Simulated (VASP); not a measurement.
ZrB2:

```
Zr B
1.0
     3.17000    0.00000    0.00000
    -1.58500    2.74530    0.00000
     0.00000    0.00000    3.53300
Zr B
1 2
Direct
  0.00000 0.00000 0.00000
  0.33333 0.66667 0.50000
  0.66667 0.33333 0.50000
```

| Item | Value |
| --- | --- |
| Program | VASP 6.6.1 |
| Task | relaxation of cell and atoms |
| Functional | LDA |
| Potentials or basis | VASP PAW LDA potentials, release 64 (Zr_sv, B) |
| Cutoff | 600 eV |
| k mesh | 15 × 15 × 10 |
| Occupations | methfessel-paxton, width 0.1 eV |
| Spin | no spin polarisation |

At the start: pressure -8.4 GPa; volume 10.25 Å³/atom.

**Question.** How do energy, volume and symmetry change on relaxing?

**Answer.** Over 5 steps the energy falls by 9.3 meV/atom and the volume is 9.90 Å³/atom (-3.4 %); space group P6/mmm (No. 191, to 0.05 Å).

The path:
```tsv
step	energy change (eV)	largest force (eV/Å)	pressure (GPa)	volume (Å³)
1	0.0000	0.0000	-8.38	30.75
2	0.0211	0.0000	12.61	28.42
3	-0.0279	0.0000	-0.10	29.72
4	-0.0279	0.0000	0.03	29.70
5	-0.0279	0.0000	0.08	29.70
```

Final structure:
```xyz
3
Lattice="3.1350 0.0000 0.0000 -1.5675 2.7150 0.0000 0.0000 0.0000 3.4890" Properties=species:S:1:pos:R:3 pbc="T T T"
Zr    0.0000    0.0000    0.0000
B     0.0000    1.8100    1.7445
B     1.5675    0.9050    1.7445
```
